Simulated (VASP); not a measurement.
The input files of a VASP run:

**INCAR**
```
ALGO=Normal
EDIFF=1E-6
EDIFFG=-0.02
ENCUT=500
GGA=PE
IBRION=2
ISIF=3
ISMEAR=1
LASPH=T
LCHARG=F
LMAXMIX=4
LREAL=F
LWAVE=F
NELM=100
NSW=40
PREC=Accurate
PSTRESS=100
SIGMA=0.1
SYSTEM=FeAl
```

**KPOINTS**
```
Automatic mesh
0
Gamma
13 13 13
0 0 0
```

File POSCAR:
```
FeAl
1
    2.8215981614     0.0000000000    -0.0000000000
    0.0000000000     2.8215981614    -0.0000000000
   -0.0000000000     0.0000000000     2.8215981614
Al Fe
1 1
Direct
  0.5000000000   0.5000000000   0.5000000000
  0.0000000000   0.0000000000   0.0000000000
```

POTCAR, in this order: Al Fe (PBE.64 set). Program: vasp_std.

Task: Write an equivalent input for Ansatz.

Result: One equivalent input (not run):
Ansatz 0.2 input:
```yaml
crystal:
  lattice:
    - [2.8215982, 0.0000000, 0.0000000]
    - [0.0000000, 2.8215982, 0.0000000]
    - [0.0000000, 0.0000000, 2.8215982]
  atoms:
    - { symbol: Al, position: [0.5000000, 0.5000000, 0.5000000] }
    - { symbol: Fe, position: [0.0000000, 0.0000000, 0.0000000] }
kpoints:
  mp_grid: { grid: [13, 13, 13] }
hamiltonian:
  xc: pbe
  pseudopotentials: { kind: paw }
scf:
  occupations: { method: methfessel_paxton, width: 0.1 }
  max_iter: 100
relax:
  max_steps: 40
  f_tol: 0.02
  cell: { p_target: 10 }
output: { forces: true, stress: true, eigenvalues: true }
```
Limits of the translation: each code has its own PAW files, so the cut-off isn't converted (ENCUT is set for VASP's; basis.ecutwfc is left out, and Ansatz then takes the one that its files recommend); Ansatz stops its SCF on the density residual and VASP on the energy change (EDIFF).

The compound is FeAl in the CsCl type structure. It was relaxed first under an external pressure of 10 GPa.
